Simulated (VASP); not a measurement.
Input:

```
CELL_PARAMETERS angstrom
      5.21299     0.00000     0.00000
     -2.60649     4.51458     0.00000
      0.00000     0.00000     4.16121
ATOMIC_POSITIONS crystal
  Co 0.00000 0.50000 0.00000
  Co 0.50000 0.00000 0.00000
  Co 0.50000 0.50000 0.00000
  Sn 0.66667 0.33333 0.50000
  Sn 0.33333 0.66667 0.50000
  Sn 0.00000 0.00000 0.00000
```

These are PBE GGA, VASP's PBE PAW potentials (set 64) (plane waves; VASP) values and carry that method's errors. Run with 300 eV cut-off, 5×5×6 Γ-centred mesh, Fermi-Dirac smearing of 0.10 eV, potentials Co Sn_d.

At this cut-off the stress carries a Pulay error, which pulls relaxed volumes low. Unless said otherwise, spin-orbit coupling is left out, though it shifts the bands of the heavy elements here.

Question: Estimate the energy per atom (σ→0), pressure, band gap (on the k-mesh) with the smallest direct gap where there is one.

Answer: 
| Quantity | Result |
|---|---|
| band gap (on the k-mesh) | none (metal, semimetal or under 0.01 eV) |
| energy per atom (σ→0) | -5.521 eV/atom |
| pressure | 6.69 GPa |

The structure comes from a computed database's CoSn entry; how it stands against other phases isn't given here. The cell was not relaxed at this level. The run is not spin-polarised, so no magnetic state was tried. The electron count is odd and the run is not spin-polarised, which forces a metal.
